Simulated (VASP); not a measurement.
Al2InN3, 12 atoms in the cell. The structure is hexagonal, space group P6_3mc (No. 186). Conventional cell: a = 3.265 Å, b = 3.265 Å, c = 16.053 Å, α = 90.00°, β = 90.00°, γ = 120.00°. Around Al (site symmetry 3m) lie 4 N at 1.90 to 1.97 Å. Al (site symmetry 3m) is surrounded by 4 N at 1.88 to 1.97 Å. In (site symmetry 3m) is surrounded by 4 N at 2.09 to 2.21 Å. Around N (site symmetry 3m) lie 4 Al at 1.90 to 1.97 Å. Around N (site symmetry 3m) lie 1 Al at 1.88 Å and 3 In at 2.09 Å. N (site symmetry 3m) is surrounded by 3 Al at 1.97 Å and 1 In at 2.21 Å. The cell was built by a generator and needn't be a form met in nature.

| Item | Value |
| --- | --- |
| Program | VASP 6.6.1 |
| Task | density of states |
| Functional | PBE |
| Potentials or basis | VASP PAW PBE potentials, release 64 (Al, In_d, N) |
| Cutoff | 520 eV |
| k mesh | 8 × 8 × 2 |
| Occupations | gaussian, width 0.03 eV |
| Spin | no spin polarisation |
| k mesh for the DOS | 12 × 12 × 3 |
| Occupations for the DOS | tetrahedron |
| Further INCAR settings | ALGO = Normal; EDIFF = 1e-06 |

Potentials or basis: VASP PAW PBE potentials, release 64 (Al, In_d, N).

Run with:

```console
$ cat potpaw_PBE.64/Al/POTCAR potpaw_PBE.64/In_d/POTCAR potpaw_PBE.64/N/POTCAR > POTCAR
$ cp INCAR.step1 INCAR
$ cp KPOINTS.step1 KPOINTS
$ mpirun -np 4 vasp_std > vasp.out
$ cp INCAR.step2 INCAR
$ cp KPOINTS.step2 KPOINTS
$ mpirun -np 4 vasp_std > vasp.out
```

Hardware: 4 MPI ranks on Intel(R) Xeon(R) Platinum 8375C CPU @ 2.90GHz (Ice Lake), with other jobs on the host.

Problem. How long does it take, and how much memory?

Solution. Run time: 65 s on 4 MPI ranks on Intel(R) Xeon(R) Platinum 8375C CPU @ 2.90GHz (Ice Lake) (shared host), peak memory 0.34 GiB a rank. Counts: scf iterations 9, k points 38.
